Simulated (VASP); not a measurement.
Data:

```
CELL_PARAMETERS angstrom
      2.07544    -3.59476     0.00000
      2.07544     3.59476     0.00000
      0.00000     0.00000     6.74404
ATOMIC_POSITIONS crystal
  Cd 0.66667 0.33333 0.50001
  Cd 0.33333 0.66667 0.00001
  S  0.66667 0.33333 0.87699
  S  0.33333 0.66667 0.37699
```

Computed with vdW-DF-cx, VASP's PBE PAW potentials (set 64) (plane waves; VASP). Run with 520 eV cut-off, 7×7×4 Γ-centred mesh, tetrahedra with Blöchl corrections, potentials Cd S.

The cores are frozen, which limits the accuracy of field gradients.

Problem. Give the principal components of the electric field gradient (V/Å²) and the asymmetry η at each nucleus.

Solution. 
```tsv
atom	Vxx	Vyy	Vzz	η
Cd1	-1.8	-1.8	3.7	0.00
Cd2	-1.8	-1.8	3.7	0.00
S3	0.3	0.3	-0.5	0.00
S4	0.3	0.3	-0.5	0.00
```

The compound is CdS in the wurtzite structure. It was relaxed first.
